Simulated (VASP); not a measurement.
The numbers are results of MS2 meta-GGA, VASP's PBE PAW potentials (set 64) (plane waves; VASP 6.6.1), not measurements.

Input for VASP

**INCAR**
```
SYSTEM = MgS
PREC = Accurate
ENCUT = 520
EDIFF = 1E-7
NELM = 100
ALGO = Normal
LREAL = .FALSE.
LASPH = .TRUE.
ISMEAR = -5
METAGGA = MS2
LMIXTAU = .TRUE.
LWAVE = .FALSE.
LCHARG = .FALSE.
LORBIT = 11
NEDOS = 601
ISIF = 2
```

**KPOINTS_OPT**
```
k-points along high-symmetry lines
10
Line-mode
Reciprocal
  0.000000   0.000000   0.000000 ! GAMMA
  0.500000   0.000000   0.500000 ! X

  0.500000   0.000000   0.500000 ! X
  0.625000   0.250000   0.625000 ! U

  0.375000   0.375000   0.750000 ! K
  0.000000   0.000000   0.000000 ! GAMMA

  0.000000   0.000000   0.000000 ! GAMMA
  0.500000   0.500000   0.500000 ! L

  0.500000   0.500000   0.500000 ! L
  0.500000   0.250000   0.750000 ! W

  0.500000   0.250000   0.750000 ! W
  0.500000   0.000000   0.500000 ! X
```

### POSCAR
```
MgS
1.0
  0.0000000000   2.5895407365   2.5895407365
  2.5895407365   0.0000000000   2.5895407365
  2.5895407365   2.5895407365   0.0000000000
Mg S
1 1
Cartesian
  0.0000000000   0.0000000000   0.0000000000
  2.5895407365   2.5895407365   2.5895407365
```

**KPOINTS**
```
Automatic mesh
0
Gamma
10 10 10
0 0 0
```

POTCAR, in this order: Mg S (PBE.64 set). Program: vasp_std.

Predict the energy per atom (σ→0), band gap (over mesh and band path).

The energy per atom (σ→0) comes out as -8.478 eV/atom and the band gap (over mesh and band path) is 3.36 eV.

File OSZICAR:
```
...
DAV:  21    -0.169554393021E+02   -0.10706E-05   -0.19023E-07   968   0.611E-03    0.206E-03
DAV:  22    -0.169554389404E+02    0.36173E-06   -0.43116E-08   752   0.270E-03    0.150E-04
DAV:  23    -0.169554392343E+02   -0.29393E-06   -0.14563E-08   400   0.166E-03    0.181E-04
DAV:  24    -0.169554391253E+02    0.10907E-06   -0.27200E-09   392   0.657E-04    0.147E-04
DAV:  25    -0.169554392197E+02   -0.94495E-07   -0.12541E-09   400   0.523E-04
   1 F= -.16955439E+02 E0= -.16955439E+02  d E =0.000000E+00
       N       E                     dE             ncg
       N       E                     dE             ncg
```

The compound is MgS in the rock salt structure. It was relaxed first.
